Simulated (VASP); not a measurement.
An input for Quantum ESPRESSO's pw.x (written as the equivalent of a VASP run, and not itself run):

```
&CONTROL
  calculation = 'scf'
  pseudo_dir = './pseudo'
  outdir = './out'
  tprnfor = .true.
  tstress = .true.
/
&SYSTEM
  ibrav = 0
  nat = 2
  ntyp = 2
  ecutwfc = 86
  occupations = 'smearing'
  smearing = 'gaussian'
  degauss = 0.003675
  input_dft = 'pbe'
/
&ELECTRONS
  conv_thr = 7.3e-08
  electron_maxstep = 100
/
ATOMIC_SPECIES
  Mg 24.305 Mg.upf
  Se 78.971 Se.upf
CELL_PARAMETERS angstrom
     0.0000000    2.7521041    2.7521041
     2.7521041    0.0000000    2.7521041
     2.7521041    2.7521041    0.0000000
ATOMIC_POSITIONS crystal
  Mg   0.0000000  0.0000000  0.0000000
  Se   0.5000000  0.5000000  0.5000000
K_POINTS automatic
  8 8 8 0 0 0
```

Problem. Translate this input to VASP (INCAR, KPOINTS, POSCAR, choice of POTCAR).

Solution. One answer among several that fit: 
**INCAR**
```
SYSTEM = MgSe
PREC = Accurate
ENCUT = 520
EDIFF = 1E-6
NELM = 100
ALGO = Normal
LREAL = .FALSE.
LASPH = .TRUE.
ISMEAR = 0
SIGMA = 0.05
GGA = PE
LMAXMIX = 4
LWAVE = .FALSE.
LCHARG = .TRUE.
```

KPOINTS:
```
Automatic mesh
0
Gamma
8 8 8
0 0 0
```

File POSCAR:
```
MgSe
1
    0.0000000000     2.7521041348     2.7521041348
    2.7521041348     0.0000000000     2.7521041348
    2.7521041348     2.7521041348     0.0000000000
Mg Se
1 1
Direct
  0.0000000000   0.0000000000   0.0000000000
  0.5000000000   0.5000000000   0.5000000000
```

POTCAR, in this order: Mg Se (PBE.64 set). Program: vasp_std.

The two are equivalent in intent, not identical: the potentials are each code's own (VASP's PAW set, PseudoDojo norm-conserving files in pw.x), so ENCUT and ecutwfc are chosen apart and not converted; conv_thr bounds pw.x's estimated SCF error, while EDIFF bounds the energy change between steps.

The compound is MgSe in the rock salt structure. It was relaxed first.
